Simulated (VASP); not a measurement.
Consider the following.

```
Hf
1.0
    1.59766    -2.76723     0.00000
    1.59766     2.76723     0.00000
    0.00000     0.00000     5.03043
Hf
2
Direct
  0.33333   0.66667   0.25000
  0.66667   0.33333   0.75000
```

The numbers are results of r2SCAN meta-GGA, VASP's PBE PAW potentials (set 64) (plane waves; VASP), not measurements. Numerical set-up: 500 eV cut-off, 13×13×7 Γ-centred mesh, first-order Methfessel-Paxton smearing of 0.10 eV, potentials Hf_pv.

Energy and stress use the plane-wave basis of the starting cell.

**Question.** The ions, cell shape and volume at an external pressure of 5.0 GPa are relaxed. Which structure does the run end with?

**Answer.** 
```
Hf
1.0
    1.57637    -2.73035     0.00000
    1.57637     2.73035     0.00000
    0.00000     0.00000     4.96285
Hf
2
Direct
  0.33333   0.66667   0.25000
  0.66667   0.33333   0.75000
```
Space group P6_3/mmc (194), at a tolerance of 0.03 Å.

**Question.** How do energy and volume change from the first to the last step?

**Answer.** The energy (σ→0) changes by +13.0 meV/atom and the volume by -4.0 %, in 3 ionic steps.

The compound is Hf in the hcp structure. This run relaxes it under an external pressure of 5 GPa. Symmetry was kept, so distortions that lower it aren't found.
